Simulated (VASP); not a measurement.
Write an ASE script for VASP 6.6.1 that does the following.

| Quantity | Value |
| --- | --- |
| Task | single point |
| Functional | PBE |
| Potentials or basis | VASP PAW PBE potentials, release 64 (Zr_sv, Zn, N) |
| Cutoff | 520 eV |
| k mesh | 10 × 10 × 3 |
| Occupations | gaussian, width 0.1 eV |
| Spin | no spin polarisation |
| Further INCAR settings | ALGO = Normal; EDIFF = 1.00e-06; NBANDS = 40 |

The structure of Zr2Zn2N3 lies in POSCAR:

```
Zr2Zn2N3
1.0
    3.2204070070      0.0000000000      0.0000000000
   -1.6102035035      2.7889542786      0.0000000000
    0.0000000000      0.0000000000     10.2785760000
Zr Zn N
2 2 3
Direct
    0.3333333333      0.6666666667      0.1350020000
    0.6666666667      0.3333333333      0.8649980000
    0.6666666667      0.3333333333      0.5921750000
    0.3333333333      0.6666666667      0.4078250000
    0.0000000000      0.0000000000      0.0000000000
    0.6666666667      0.3333333333      0.2518160000
    0.3333333333      0.6666666667      0.7481840000
```

The cell comes from a database or a generator and needn't be the stable form of this composition.

These files were run (other wordings do the same):

run.py

```python
from ase.calculators.vasp import Vasp
from ase.dft.bandgap import bandgap
from ase.io import read

atoms = read('POSCAR')
calc = Vasp(
    directory='calc',
    xc='pbe',
    pp='PBE',
    setups='materialsproject',
    prec='Accurate',
    encut=520,
    ediff=1e-06,
    ismear=0,
    sigma=0.1,
    lreal=False,
    lasph=True,
    nelm=80,
    algo='Normal',
    isif=2,
    lwave=False,
    lcharg=False,
    kpts=[10, 10, 3],
    gamma=True,
    nbands=40,
)
atoms.calc = calc

print('energy (eV):', atoms.get_potential_energy())
print('free energy (eV):', atoms.get_potential_energy(force_consistent=True))
print('forces (eV/A):')
print(atoms.get_forces())
print('stress (eV/A^3, Voigt):', atoms.get_stress())
print('Fermi level (eV):', calc.get_fermi_level())
gap, top, bottom = bandgap(calc)
print('band gap (eV):', gap, 'from (spin, k, band)', top, 'to', bottom)
```

Potentials or basis: VASP PAW PBE potentials, release 64 (Zr_sv, Zn, N).

Launch:

```bash
$ python run.py
```

Results of the run:

- Pressure: -2.3 GPa
- Largest force: 0.193 eV/Å
- Band gap on the k mesh: none (metal or under the smearing width)

It took 2.3 min on 1 thread of Intel(R) Xeon(R) Platinum 8488C (Sapphire Rapids), with other jobs on the host, peak memory 0.26 GiB.
